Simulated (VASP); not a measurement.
```xyz
2
Lattice="1.8409 -3.1885 0.0000 1.8409 3.1885 0.0000 0.0000 0.0000 5.6796" Properties=species:S:1:pos:R:3 pbc="T T T"
Dy     1.8409     1.0628     1.4199
Dy     1.8409    -1.0628     4.2597
```

Level of theory: RPBE GGA, VASP's PBE PAW potentials (set 64) (plane waves; VASP 6.6.1). Settings: 520 eV cut-off, 13×13×7 Γ-centred mesh, tetrahedra with Blöchl corrections, potentials Dy_3.

The 4f electrons are frozen in the core of the lanthanide potential, so 4f levels, which can set the real gap, and their magnetism are missing.

**Question.** What does the run give for the energy per atom (σ→0), band gap (on the k-mesh) with the smallest direct gap where there is one?

**Answer.** 
The band gap (on the k-mesh) is none (metal, semimetal or under 0.01 eV). The energy per atom (σ→0) is -4.198 eV/atom.

Only differences to runs with the same potentials and settings are physical.

The compound is Dy in the hcp structure. It was relaxed first, which changed the volume by +6 %.
